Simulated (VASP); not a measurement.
# GW on SiC (Moissanite 3C), part 3 of 3

Wanted: how far GW moves the Kohn-Sham levels of SiC (Moissanite 3C). The cell is of the zinc-blende type, one of the forms listed for this formula. The start is a cell from a database of measured crystal structures.

VASP 6.6.1, plane waves and PAW; the level of theory is named at each step.

So far, quasiparticle gap on the mesh (eV): step 4 (G0W0, bands in the sums 20) 2.26; step 6 (G0W0, bands in the sums 36) 2.33.

## 8. G0W0, bands in the sums 72

This step: G0W0 on LDA; plane waves and PAW (Si_GW, C_GW) (VASP 6.6.1).

The sums now run over 72 bands at the same response cutoff.

INCAR reads:

```
SYSTEM = SiC
PREC = Accurate
ENCUT = 440
ISMEAR = 0
SIGMA = 0.01
LREAL = .FALSE.
GGA = CA
NBANDS = 72
ALGO = EVGW0
NELMGW = 1
ENCUTGW = 180
NOMEGA = 48
PRECFOCK = Fast
NBANDSGW = 12
LWAVE = .FALSE.
LCHARG = .FALSE.
```

POSCAR reads:

```
SiC
1.0
    0.0000000000      2.1790000000      2.1790000000
    2.1790000000      0.0000000000      2.1790000000
    2.1790000000      2.1790000000      0.0000000000
Si C
1 1
Direct
    0.0000000000      0.0000000000      0.0000000000
    0.7500000000      0.7500000000      0.7500000000
```

KPOINTS reads:

```
Automatic mesh
0
Gamma
7 7 7
0 0 0
```

PAW data sets: Si_GW and C_GW (LDA family, release 64).

The run is started by

```console
mpirun -np 4 vasp_std
```

The log of the run:

```text
[banner, memory and clock lines left out]
running    4 mpi-ranks, on    1 nodes
[...]
[... a notice as in an earlier step ...]

 LDA part: xc-table for (Slater(with rela. corr.)+CA(PZ))
 , standard interpolation
 found WAVECAR, reading the header
 POSCAR, INCAR and KPOINTS ok, starting setup
[...]
reading WAVECAR
 the WAVECAR file was read successfully
 initial charge from wavefunction
 available memory per node:    167.72 GB, setting MAXMEM to    171745

 The Fermi energy was updated, please check that it is located mid-gap
 values below the HOMO (VB) or above the LUMO (CB) will cause erroneous energies
 E-fermi :   8.5135

 calculate exact exchange contribution
 the WAVEDER file was read successfully
energies w=
    0.000    0.000    0.638    0.000    1.273    0.000    1.903    0.000
    2.526    0.000    3.140    0.000    3.744    0.000    4.336    0.000
    4.918    0.000    5.489    0.000    6.050    0.000    6.601    0.000
[...]
total number of BLAS operations        764.66 Gflops
NQ=  16   -0.4286    0.4286    0.0000,
|.........|.........|.........|.........|.........|.........|.........|.........
 performed       7823000 updates of chi_q(r,r)
 total number of BLAS operations        815.00 Gflops
NQ=  17    0.4286    0.2857    0.1429,
|.........|.........|.........|.........|.........|.........|.........|.........
 performed       8519000 updates of chi_q(r,r)
 total number of BLAS operations        892.57 Gflops
NQ=  18   -0.4286    0.2857    0.1429,
|.........|.........|.........|.........|.........|.........|.........|.........
 performed       9298000 updates of chi_q(r,r)
 total number of BLAS operations        973.59 Gflops
NQ=  19   -0.4286    0.4286    0.1429,
|.........|.........|.........|.........|.........|.........|.........|.........
 performed       9994000 updates of chi_q(r,r)
 total number of BLAS operations       1039.78 Gflops
NQ=  20   -0.2857    0.4286    0.1429,
|.........|.........|.........|.........|.........|.........|.........|.........
 performed      10648000 updates of chi_q(r,r)
 total number of BLAS operations       1103.17 Gflops
 resolving degeneracies of screened two electron integrals

 calculate QP shifts <psi_nk| G(iteration)W_0 |psi_nk>: iteration 1
 entering main loop
```

Run time: 5.2 min. Hardware: 4 MPI ranks of AMD EPYC 7R43, shared host; peak memory 0.81 GiB; 21 min of CPU time.

OUTCAR, selected parts (step 8):

```text
 QP shifts <psi_nk| G(iteration)W_0 |psi_nk>: iteration 1
 for sc-GW calculations column KS-energies equals QP-energies in previous step
 and V_xc(KS)=  KS-energies - (<T + V_ion + V_H > + <T+V_H+V_ion>^1  + <V_x>^1)
 k-point   1 :       0.0000    0.0000    0.0000
  band No.  KS-energies  QP-energies   sigma(KS)   V_xc(KS)     V^pw_x(r,r')   Z            occupation Imag(sigma)
      1      -7.5814      -8.5646     -14.1556     -12.7885     -21.6071       0.7192       2.0000       1.4073
      2       7.7448       7.3230     -15.5098     -14.9726     -17.3537       0.7853       2.0000       0.0678
      3       7.7448       7.3230     -15.5098     -14.9726     -17.3537       0.7853       2.0000       0.0678
      4       7.7448       7.3230     -15.5098     -14.9726     -17.3537       0.7853       2.0000       0.0678
      5      14.0285      14.6300     -12.5419     -13.3173      -7.4277       0.7757       0.0000      -0.1101
      6      14.9296      15.7797     -10.8116     -11.8864      -5.7871       0.7909       0.0000      -0.1012
      7      14.9296      15.7797     -10.8116     -11.8864      -5.7871       0.7909       0.0000      -0.1012
      8      14.9296      15.7797     -10.8116     -11.8864      -5.7871       0.7909       0.0000      -0.1012
    ...

[... 1 part as in an earlier step ...]

[... 2 further parts left out ...]
[key lines of the parts left out:]
E-fermi :   8.5135
```

The gap is now 2.429 eV, +97 meV against the GW run before.

## 9. Empty bands

This step: LDA; plane waves and PAW (Si_GW, C_GW) (VASP 6.6.1).

The empty bands are made again, for the run that follows.

INCAR reads:

```
SYSTEM = SiC
PREC = Accurate
ENCUT = 440
ISMEAR = 0
SIGMA = 0.01
LREAL = .FALSE.
GGA = CA
NBANDS = 116
ALGO = Exact
NELM = 1
LWAVE = .TRUE.
LCHARG = .FALSE.
LOPTICS = .TRUE.
NEDOS = 1000
CSHIFT = 0.1
```

POSCAR is that of step 8.

KPOINTS is that of step 8.

The run is started by

```console
mpirun -np 4 vasp_std
```

The log of the run:

```text
[banner, memory and clock lines left out]
running    4 mpi-ranks, on    1 nodes
[...]
LDA part: xc-table for (Slater(with rela. corr.)+CA(PZ))
 , standard interpolation
 found WAVECAR, reading the header
  number of bands has changed, file:    10 present:   116
  trying to continue reading WAVECAR, but it might fail
 POSCAR, INCAR and KPOINTS ok, starting setup
[...]
reading WAVECAR
 random initialization beyond band           10
 the WAVECAR file was read successfully
 initial charge from wavefunction
 entering main loop
       N       E                     dE             d eps       ncg     rms          rms(c)
[... 1 cycle as in an earlier step ...]
   1 F= -.16634382E+02 E0= -.16634382E+02  d E =-.111050E-79
 writing wavefunctions
 optical routines
 imaginary and real dielectric function
 recalculating local potential from charge density
 direction            1
 direction            2
 direction            3
```

It took 7.2 s on 4 MPI ranks; peak memory 0.38 GiB.

OUTCAR, selected parts (step 9):

```text
[... 5 parts as in an earlier step ...]

[... 2 further parts left out ...]
[key lines of the parts left out:]
E-fermi :   7.8768
```

WAVECAR now holds 116 bands for 8 electrons.

## 10. G0W0, bands in the sums 116

This step: G0W0 on LDA; plane waves and PAW (Si_GW, C_GW) (VASP 6.6.1).

The sums now run over 116 bands at the same response cutoff.

INCAR reads:

```
SYSTEM = SiC
PREC = Accurate
ENCUT = 440
ISMEAR = 0
SIGMA = 0.01
LREAL = .FALSE.
GGA = CA
NBANDS = 116
ALGO = EVGW0
NELMGW = 1
ENCUTGW = 180
NOMEGA = 48
PRECFOCK = Fast
NBANDSGW = 12
LWAVE = .FALSE.
LCHARG = .FALSE.
```

POSCAR is that of step 9.

KPOINTS is that of step 9.

The run is started by

```console
mpirun -np 4 vasp_std
```

The log of the run:

```text
[banner, memory and clock lines left out]
running    4 mpi-ranks, on    1 nodes
[...]
[... a notice as in an earlier step ...]

 LDA part: xc-table for (Slater(with rela. corr.)+CA(PZ))
 , standard interpolation
 found WAVECAR, reading the header
 POSCAR, INCAR and KPOINTS ok, starting setup
[...]
reading WAVECAR
 the WAVECAR file was read successfully
 initial charge from wavefunction
 available memory per node:    167.12 GB, setting MAXMEM to    171128

 The Fermi energy was updated, please check that it is located mid-gap
 values below the HOMO (VB) or above the LUMO (CB) will cause erroneous energies
 E-fermi :   8.5135

 calculate exact exchange contribution
 the WAVEDER file was read successfully
energies w=
    0.000    0.000    0.640    0.000    1.277    0.000    1.910    0.000
    2.535    0.000    3.151    0.000    3.756    0.000    4.351    0.000
    4.935    0.000    5.508    0.000    6.070    0.000    6.624    0.000
[...]
total number of BLAS operations       1242.50 Gflops
NQ=  16   -0.4286    0.4286    0.0000,
|.........|.........|.........|.........|.........|.........|.........|.........
 performed      12717000 updates of chi_q(r,r)
 total number of BLAS operations       1324.26 Gflops
NQ=  17    0.4286    0.2857    0.1429,
|.........|.........|.........|.........|.........|.........|.........|.........
 performed      13845000 updates of chi_q(r,r)
 total number of BLAS operations       1449.98 Gflops
NQ=  18   -0.4286    0.2857    0.1429,
|.........|.........|.........|.........|.........|.........|.........|.........
 performed      15107000 updates of chi_q(r,r)
 total number of BLAS operations       1581.21 Gflops
NQ=  19   -0.4286    0.4286    0.1429,
|.........|.........|.........|.........|.........|.........|.........|.........
 performed      16235000 updates of chi_q(r,r)
 total number of BLAS operations       1688.49 Gflops
NQ=  20   -0.2857    0.4286    0.1429,
|.........|.........|.........|.........|.........|.........|.........|.........
 performed      17296000 updates of chi_q(r,r)
 total number of BLAS operations       1791.27 Gflops
 resolving degeneracies of screened two electron integrals

 calculate QP shifts <psi_nk| G(iteration)W_0 |psi_nk>: iteration 1
 entering main loop
```

Run time: 7.6 min. Hardware: 4 MPI ranks; peak memory 0.97 GiB; 30 min of CPU time.

From OUTCAR (step 10):

```text
 QP shifts <psi_nk| G(iteration)W_0 |psi_nk>: iteration 1
 for sc-GW calculations column KS-energies equals QP-energies in previous step
 and V_xc(KS)=  KS-energies - (<T + V_ion + V_H > + <T+V_H+V_ion>^1  + <V_x>^1)
 k-point   1 :       0.0000    0.0000    0.0000
  band No.  KS-energies  QP-energies   sigma(KS)   V_xc(KS)     V^pw_x(r,r')   Z            occupation Imag(sigma)
      1      -7.5814      -8.6256     -14.2405     -12.7885     -21.6071       0.7192       2.0000       1.3906
      2       7.7448       7.2148     -15.6479     -14.9726     -17.3537       0.7850       2.0000       0.0704
      3       7.7448       7.2148     -15.6479     -14.9726     -17.3537       0.7850       2.0000       0.0704
      4       7.7448       7.2148     -15.6479     -14.9726     -17.3537       0.7850       2.0000       0.0704
      5      14.0285      14.5295     -12.6714     -13.3173      -7.4277       0.7756       0.0000      -0.0970
      6      14.9296      15.6976     -10.9153     -11.8864      -5.7871       0.7909       0.0000      -0.0923
      7      14.9296      15.6976     -10.9153     -11.8864      -5.7871       0.7909       0.0000      -0.0923
      8      14.9296      15.6976     -10.9153     -11.8864      -5.7871       0.7909       0.0000      -0.0923
    ...

[... 1 part as in an earlier step ...]

[... 2 further parts left out ...]
[key lines of the parts left out:]
E-fermi :   8.5135
```

The gap is now 2.471 eV, +41 meV against the GW run before.

## 11. Summary

This step: GW series: G0W0 on LDA; plane waves and PAW (VASP 6.6.1).

Derived from the runs above.

Cost is wall time times ranks on a shared host, with the step that makes the empty bands. GW runs:

| level | bands | ENCUTGW (eV) | NOMEGA | k mesh | starting gap (eV) | quasiparticle gap (eV) | direct gap (eV) | cost (core minutes) |
| --- | --- | --- | --- | --- | --- | --- | --- | --- |
| G0W0 | 20 | 180 | 48 | 7x7x7 | 1.537 | 2.264 | 5.688 | 8.07 |
| G0W0 | 36 | 180 | 48 | 7x7x7 | 1.537 | 2.333 | 5.688 | 12.41 |
| G0W0 | 72 | 180 | 48 | 7x7x7 | 1.537 | 2.429 | 5.738 | 21.19 |
| G0W0 | 116 | 180 | 48 | 7x7x7 | 1.537 | 2.471 | 5.76 | 31.02 |

## 12. Summary of results

```json
{
 "G0W0 on LDA, 116 bands, ENCUTGW 180 eV, NOMEGA 48, mesh 7×7×7": "1.537 → 2.471 eV",
 "G0W0 on LDA, 20 bands, ENCUTGW 180 eV, NOMEGA 48, mesh 7×7×7": "1.537 → 2.264 eV"
}
```

In words: G0W0 gives a quasiparticle gap of 2.471 eV on the mesh, 0.93 eV over the LDA gap on the same mesh. On this mesh the starting valence top lies at Γ and the conduction bottom at (0.429, 0.429, 0), so the starting gap is indirect. The steps of the series move the gap by +68, +97, +41 meV; the last costs 1.5 times the one before. The last step lies outside a tolerance of 30 meV, picked for this account, and the last two together move the gap by +138 meV. Response cutoff and mesh weren't varied, so the series can only reach this cutoff's value, and band edges off the mesh aren't seen. The given cell is kept, although it stands at -5.3 GPa at LDA and ENCUT = 440 eV, which holds the mismatch of the given cell with this functional and any basis-set error. Not tabulated here, as repeats of values shown or as unfit to read for their mesh, reference level or band range: eps2 curves (empty bands); eps1 curves and static values (empty bands); gaps (empty bands).

[Lines on the potential files, build, host, timing and source positions are cut from VASP's logs without a mark.]

[Logs are printed without paths, hosts, clocks, repeated set-up lines and the standing remarks that a program may print on its own settings, such as how far it seeks lower states.]

[Hosts, paths, dates, database ids (printed as entryN), source tags and the programs' standing remarks are cut or masked in the printed files.]

[Pressures printed for these runs are not shown converged in the cutoff: they can be off by several GPa and have the wrong sign.]
